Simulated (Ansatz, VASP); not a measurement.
# KTi2: VASP beside Ansatz

One calculation is typed for both programs; each brings its own data sets and cutoff. How far apart do they land? The cell is invented: other elements were put on sites of a known structure type. It may not be a known or stable phase. The cell is taken from a series of VASP runs on this material, whose earlier steps may have relaxed, scaled or displaced it; both programs get it as it stands.

Method: plane waves, with VASP 6.6.1 beside it; single point at PBE, in Ansatz 0.2.0.

## Step 1: The structure

The structure is hexagonal, space group P6/mmm (No. 191). Conventional cell: a = 5.441 Å, b = 5.441 Å, c = 2.778 Å, α = 90.00°, β = 90.00°, γ = 120.00°. Nearest to K lie 2 K at 2.78 Å. Nearest to Ti lie 2 Ti at 2.78 Å. Farther neighbours are not listed.

## Step 2: Ansatz: single point, PBE

Ansatz runs on its default PAW (the set named soft_2) files.

With cell and atoms fixed, the geometry can't cause a difference; cores, projectors, grids and the points listed under the comparison can.

input.yaml reads:

```yaml
crystal:
  lattice:
    - [5.4412427387, 2.4e-09, 0.0]
    - [-2.7206213605, 4.7122544259, 0.0]
    - [0.0, 0.0, 2.7784043638]
  atoms:
    - { symbol: K, position: [0.0, 0.0, 0.0] }
    - { symbol: Ti, position: [0.33333333, 0.66666667, 0.5] }
    - { symbol: Ti, position: [0.66666667, 0.33333333, 0.5] }
hamiltonian:
  xc: pbe
  pseudopotentials: { kind: paw }
kpoints:
  mp_grid: { grid: [6, 6, 10] }
scf:
  occupations: { method: fermi_dirac, width: 0.05 }
  n_extra_bands: 4
output:
  forces: true
  stress: true
  eigenvalues: true
```

The run is started by

```sh
> ansatz run input.yaml --threads 2 --pin off --max-ram 4608MiB --backend cpu --events-out ev --progress --plain --runs-dir out
```

Numbers of over 12 decimals in the logs are rounded to 6 here.

Log:

```text
Warning: the atoms were moved onto the symmetric positions of the space group found under crystal.symmetry.tolerance 1.0e-5 (fractional; no operation is sought that the atoms, as they stand in a round, miss by more than twice it, and no atom is moved by as much as it), and the run uses the moved positions. Before a round's move an operation carried an atom to 5.44e-8 Å from where it should land, the largest such dist [...]
scf.n_extra_bands = 4 over 17 filled bands (N_el = 33.0): the run solves 21 bands
Engine: ansatz 0.2.0, aarch64-unknown-linux-gnu
Pseudopotentials: kind: paw
Pseudopotential: K, paw, valence charge 9, recommended cutoff 420 eV (normal), K.paw.azcp
Pseudopotential: Ti, paw, valence charge 12, recommended cutoff 420 eV (normal), Ti.paw.azcp
Functional definition: PBE
  parameter kappa = 0.804
  parameter beta = 0.066725
  exchange = pbe_x(kappa = kappa, mu = beta*pi^2/3)
  correlation = pbe_c(beta = beta)
Crystal: 3 atoms, lattice volume = 71.240 Å³
Basis set: ecut = 420 eV, 1383 PW (Γ), exchange–correlation on 80×80×40 points (8 copies of the dense FFT grid, shifted against one another)
Bands: 21, of which v1, the nominal top of the filled ones, is band 17 counted from 1 (16 counted from 0)
Symmetry: 24 space group operations
Space group: P6/mmm (ITA 191), of the structure as read, at distance tolerance 4.1e-5 Å
k-points: 42 of 360
Non-local potential: K, projectors of the file, l = 0: 3, l = 1: 2, l = 2: 2
Non-local potential: Ti, projectors of the file, l = 0: 3, l = 1: 2, l = 2: 3, l = 3: 1
PAW form: soft (Blöchl's): semilocal exchange-correlation on the pseudo side does not see the compensation charge
PAW one-centre angular grid: K, 110 points (default); XC on 64 Gauss nodes
PAW one-centre angular grid: Ti, 590 points (default); XC on 64 Gauss nodes
Initial density: superposition of atomic densities (neutral atoms: chi_scale 0, normalization atom), corrected by the library's trained network
Initial wavefunctions: pseudopotential atomic-orbital guess
Functional: x = pbe(κ = 0.804, μ = 0.219515), c = pbe(β = 0.066725)
SCF iter   1: F=—  HF=-6533.434683 eV  |F-HF|=—  |Δ(HF+E_count)|=         —  Δρ=4.24e-3  dr2=1.35e-2  ethr=1.77e-3  ⟨swp⟩=5.2  Hψ=3966  notcnv=0
preconditioner: auto → Kerker (q_TF=auto, 2.400 Å⁻¹)  [metal: Δε(μ)=0.020 eV  Ē_g=7.259 eV  σ=0.050 eV  W_gap=0.10  n_scr=14 (ndim 8)  ℏωp=17.0 eV  f_vac=0.000  D(μ)=4.25/eV (n_scr^D=44)]
SCF iter   2: F=—  HF=-6533.433057 eV  |F-HF|=—  |Δ(HF+E_count)|=   1.63e-3  Δρ=2.09e-3  dr2=2.77e-3  ethr=4.11e-5  ⟨swp⟩=2.0  Hψ=1452  notcnv=0
SCF iter   3: F=—  HF=-6533.433244 eV  |F-HF|=—  |Δ(HF+E_count)|=   1.87e-4  Δρ=6.66e-4  dr2=3.09e-4  ethr=8.38e-6  ⟨swp⟩=2.0  Hψ=1023  notcnv=0
SCF iter   4: F=—  HF=-6533.433295 eV  |F-HF|=—  |Δ(HF+E_count)|=   5.16e-5  Δρ=1.43e-4  dr2=2.23e-5  ethr=9.37e-7  ⟨swp⟩=2.0  Hψ=1070  notcnv=0
SCF iter   5: F=—  HF=-6533.433158 eV  |F-HF|=—  |Δ(HF+E_count)|=   1.38e-4  Δρ=3.75e-5  dr2=8.80e-7  ethr=6.77e-8  ⟨swp⟩=2.0  Hψ=1166  notcnv=0
SCF iter   6: F=—  HF=-6533.433158 eV  |F-HF|=—  |Δ(HF+E_count)|=   2.56e-8  Δρ=1.17e-5  dr2=1.27e-7  ethr=3.03e-10  ⟨swp⟩=5.2  Hψ=3650  notcnv=0
SCF iter   7: F=-6533.433158 eV  HF=-6533.433158 eV  |F-HF|=1.51e-8  |Δ(HF+E_count)|=   2.12e-8  Δρ=4.18e-6  dr2=2.38e-8  ethr=3.03e-10  ⟨swp⟩=4.0  Hψ=2619  notcnv=0
SCF 1 converged in 7 iterations: F = -6533.433158 eV  dr2 = 2.38e-8
  greatest PAW one-centre occupation: 0.999 electrons in one spin orbital (limit 2), on the Ti atom at site 2 (counted from 0), in its partial waves of l = 0
SCF converged after 7 iterations
Free energy (F): -6533.433158 eV
Harris-Foulkes:  -6533.433158 eV  (|F-HF|=1.51e-8)
Internal energy: -6533.396656 eV  (E = F + TS)
E sigma→0 (E₀):  -6533.414907 eV
Entropy (-TS):   -0.036502 eV (-12.167 meV/atom)
Fermi energy:    8.940572 eV
--- Per-component energies (eV) ---
  E_band       = -488.158731
  E_kinetic    = 795.791303
  E_local      = -2520.660558  (includes V_loc(G=0)·N_el)
  E_nonlocal   = 33.547619
  E_hartree    = 990.213373
  E_xc         = -327.079631
  E_vxc        = -404.756932  (∫ρ·V_xc dr)
  E_paw        = -2878.282413  (= ΣΔE_a)
  E_vpaw       = -372.502760  (= ΣTr[D̂ρ^β])
  E_aug_tail   = 0.000246  (compensation charges beyond the density's cutoff)
  E_ewald      = -2626.926594
  E_smearing   = -0.036502  (= −TS)
  E_closure    = 0.000000  (closes the sum)
  Σ components = -6533.433158   (vs F -6533.433158, Δ=0.00e0)
--- Forces (eV/Å), atoms counted from 1 ---
  atom   1  K      0.00000000     0.00000000     0.00000000
  atom   2  Ti     0.00000000     0.00000000     0.00000000
  atom   3  Ti     0.00000000    -0.00000000     0.00000000
  max |Σ_I F_I| component: 3.70e-17 eV/Å
--- Stress (GPa, compression-positive) ---
        1.123653       0.000000       0.000000
       -0.000000       1.123653       0.000000
        0.000000       0.000000      -1.475275
  P = ⅓ Tr σ = 0.2573 GPa (2.573 kbar)
--- Band table (eV; the first three rows and the last of 42) ---
  k-point 0: bands = [... 13 lower, 8.0586, 8.1746, 8.5461, 8.5461, 9.0213, 9.0213, 11.0146, 11.0146]
  k-point 1: bands = [... 13 lower, 8.3654, 8.3745, 8.5363, 8.5363, 9.0376, 9.0376, 10.4864, 10.4864]
  k-point 2: bands = [... 13 lower, 8.4548, 8.4548, 8.8592, 9.0743, 9.0743, 9.2659, 10.0709, 10.0709]
  k-point 41: bands = [... 13 lower, 8.4392, 8.4392, 8.9656, 8.9656, 9.2410, 9.8155, 10.1826, 10.1826]
```

Run time: 2 s. Hardware: 2 threads of Arm Neoverse V1, shared host; peak memory 0.36 GiB; 3.8 s of CPU time.

The run ends at a pressure of 0.26 GPa.

## Step 3: VASP: single point, PBE

The same cell, functional, mesh and smearing now go to VASP, with its own data sets and cutoff.

Lines of VASP's logs that name or quote its potential files are left out, and so is its time.

INCAR reads:

```
SYSTEM = KTi2
PREC = Accurate
ENCUT = 400
EDIFF = 1E-06
NELM = 100
ISMEAR = -1
SIGMA = 0.05
LREAL = .FALSE.
ALGO = Normal
GGA = PE
NBANDS = 22
LORBIT = 11
LWAVE = .FALSE.
LCHARG = .FALSE.
ISIF = 2
```

POSCAR reads:

```
KTi2
1.0
    5.4412427387      0.0000000024      0.0000000000
   -2.7206213605      4.7122544259      0.0000000000
    0.0000000000      0.0000000000      2.7784043638
K Ti
1 2
Direct
    0.0000000000      0.0000000000      0.0000000000
    0.3333333300      0.6666666700      0.5000000000
    0.6666666700      0.3333333300      0.5000000000
```

KPOINTS reads:

```
Automatic mesh
0
Gamma
6 6 10
0 0 0
```

Potentials, in the order of the species: K_sv and Ti_sv (PBE family, release 64).

The run is started by

```sh
> mpirun -np 1 vasp_std
```

Log:

```text
[banner, memory and clock lines left out]
running    1 mpi-ranks, on    1 nodes
 distrk:  each k-point on    1 cores,    1 groups
 distr:  one band on    1 cores,    1 groups

 POSCAR found type information on POSCAR K Ti
 POSCAR found :  2 types and       3 ions
 LDA part: xc-table for (Slater+PW92), standard interpolation
 POSCAR, INCAR and KPOINTS ok, starting setup
 FFT: planning ... GRIDC
 FFT: planning ... GRID_SOFT
 FFT: planning ... GRID
 WAVECAR not read
 entering main loop
       N       E                     dE             d eps       ncg     rms          rms(c)
DAV:   1     0.341717744062E+03    0.34172E+03   -0.14717E+04  1848   0.138E+03
DAV:   2     0.225921185753E+02   -0.31913E+03   -0.31257E+03  1932   0.444E+02
DAV:   3    -0.118457568072E+02   -0.34438E+02   -0.33255E+02  3572   0.127E+02
DAV:   4    -0.150433468979E+02   -0.31976E+01   -0.31510E+01  2608   0.310E+01
DAV:   5    -0.152340245887E+02   -0.19068E+00   -0.19053E+00  2848   0.666E+00    0.146E+01
DAV:   6    -0.131234884669E+02    0.21105E+01   -0.14720E+01  2448   0.298E+01    0.380E+00
DAV:   7    -0.130283425611E+02    0.95146E-01   -0.98169E-01  2538   0.744E+00    0.302E+00
DAV:   8    -0.130149994710E+02    0.13343E-01   -0.29315E-01  2752   0.321E+00    0.113E+00
DAV:   9    -0.130119921258E+02    0.30073E-02   -0.20245E-02  2712   0.107E+00    0.346E-01
DAV:  10    -0.130125564110E+02   -0.56429E-03   -0.18826E-03  2638   0.311E-01    0.102E-01
DAV:  11    -0.130125851411E+02   -0.28730E-04   -0.32257E-04  3068   0.109E-01    0.353E-02
DAV:  12    -0.130125949575E+02   -0.98164E-05   -0.39181E-05  2502   0.549E-02    0.121E-02
DAV:  13    -0.130125947384E+02    0.21910E-06   -0.38717E-06  2162   0.148E-02
   1 F= -.13012595E+02 E0= -.12994382E+02  d E =-.364247E-01
```

Parts of OUTCAR (step 3):

```text
ion  position               nearest neighbor table
   1  0.000  0.000  0.000-
   2  0.333  0.667  0.500-
   3  0.667  0.333  0.500-

  LATTYP: Found a hexagonal cell.
 ALAT       =     5.4412427387
 C/A-ratio  =     0.5106194480

 Subroutine GETGRP returns: Found 24 space group operations
 (whereof 24 operations were pure point group operations)

The static configuration has the point symmetry D_6h.

 Found     42 irreducible k-points:

   k-points           NKPTS =     42   k-points in BZ     NKDIM =     42   number of bands    NBANDS=     22

   dimension x,y,z NGX =    36 NGY =   36 NGZ =   18
   dimension x,y,z NGXF=    72 NGYF=   72 NGZF=   36

   ENCUT  =  400.0 eV  29.40 Ry    5.42 a.u.   8.87  8.87  4.53*2*pi/ulx,y,z

   NELECT =      33.0000    total number of electrons

 k-points in reciprocal lattice and weights: Automatic mesh
   0.00000000  0.00000000  0.00000000       0.003
   0.16666667 -0.00000000  0.00000000       0.017
   0.33333333 -0.00000000  0.00000000       0.017
   0.50000000  0.00000000  0.00000000       0.008
   0.16666667  0.16666667  0.00000000       0.017
   0.33333333  0.16666667  0.00000000       0.033
   0.33333333  0.33333333  0.00000000       0.006
   0.00000000  0.00000000  0.10000000       0.006
   0.16666667 -0.00000000  0.10000000       0.033
[...]
0.33333333  0.16666667  0.50000000       0.033
   0.33333333  0.33333333  0.50000000       0.006

 average (electrostatic) potential at core
       1 -33.4052       2 -76.4656       3 -76.4656

 E-fermi :   4.5445

 k-point     1 :       0.0000    0.0000    0.0000
  band No.  band energies     occupation
    ...
     13       0.0222      2.00000
     14       3.6675      2.00000
     15       3.7814      2.00000
     16       4.1515      1.99923
     17       4.1515      1.99923
     18       4.6226      0.34660
     19       4.6226      0.34660
     20       6.6150      0.00000
     21       6.6150      0.00000
     22       6.7555      0.00000

 k-point     2 :       0.1667   -0.0000    0.0000
  band No.  band energies     occupation
    ...
     14       3.3015      2.00000
     15       3.8077      2.00000
     16       4.1362      1.99943
     17       4.1500      1.99925
     18       4.4953      1.45551
     19       4.8016      0.01162
     20       6.4436      0.00000
     21       6.5218      0.00000
     22       6.7424      0.00000

 k-point     3 :       0.3333   -0.0000    0.0000
  band No.  band energies     occupation
    ...
     14       2.6218      2.00000
     15       3.7353      2.00000
     16       4.0252      1.99994
     17       4.1666      1.99896
     18       4.2709      1.99162
     19       5.1793      0.00001
     20       6.0495      0.00000
     21       6.4833      0.00000
     22       6.7069      0.00000

  Total        0.3364235      0.3364235     -0.7505611      0.0000000      0.0000000     -0.0000000
  in kB        7.5661452      7.5661451    -16.8800749      0.0000000      0.0000000     -0.0000000
  external PRESSURE =      -0.5825949 kB  Pullay stress =       0.0000000 kB

  energy-cutoff  :      400.00
  volume of cell :       71.24
      direct lattice vectors                 reciprocal lattice vectors
     5.441242739  0.000000002  0.000000000     0.183781545  0.106106325  0.000000000
    -2.720621361  4.712254426  0.000000000    -0.000000000  0.212212650  0.000000000
     0.000000000  0.000000000  2.778404364     0.000000000  0.000000000  0.359918813

 POSITION                                       TOTAL-FORCE (eV/Angst)
 -----------------------------------------------------------------------------------
      0.00000      0.00000      0.00000        -0.000000      0.000000      0.000000
     -0.00000      3.14150      1.38920         0.000000      0.000000      0.000000
      2.72062      1.57075      1.38920        -0.000000      0.000000      0.000000
 -----------------------------------------------------------------------------------
    total drift:                               -0.000000      0.000000      0.000000

  FREE ENERGIE OF THE ION-ELECTRON SYSTEM (eV)
  ---------------------------------------------------
  free  energy   TOTEN  =       -13.0125947384 eV

  energy  without entropy=      -12.9761700214  energy(sigma->0) =      -12.99438238

 total charge
# of ion       s       p       d       tot
------------------------------------------
    1        2.006   5.564   0.085   7.655
    2        2.231   6.036   1.865  10.132
    3        2.231   6.036   1.865  10.132
--------------------------------------------------
tot          6.467  17.636   3.815  27.919

[... 3 further parts left out ...]
```

This run has no spin polarisation. Its electron count is odd, so without a moment it is a metal by construction.

## Step 4: Comparison

Known differences besides the potentials themselves: the cutoff is 420 eV in Ansatz and 400 eV in VASP; VASP leaves aspherical gradient terms in its spheres out (LASPH is not set), Ansatz keeps them. Total energies have different zeros and are not compared.

Both answers:

| quantity | Ansatz | VASP | difference |
| --- | --- | --- | --- |
| pressure (GPa) | 0.26 | -0.06 | +0.32 |

## Step 5: Summary of results

| Quantity | Value |
| --- | --- |
| difference in pressure (single point, PBE) | 0.32 GPa |

In words: The difference in pressure is 0.32 GPa (single point, PBE), within the 1 GPa picked in this series as the mark of a large difference. Such differences can come from data sets, numerical settings and the points named under the comparisons, not from the functional's error against experiment.

[Lines on the potential files, build, host, timing and source positions are cut from VASP's logs without a mark.]

[Logs are printed without paths, hosts, clocks, repeated set-up lines and the standing remarks that a program may print on its own settings, such as how far it seeks lower states.]

[Hosts, paths, dates, database ids (printed as entryN), source tags and the programs' standing remarks are cut or masked in the printed files.]
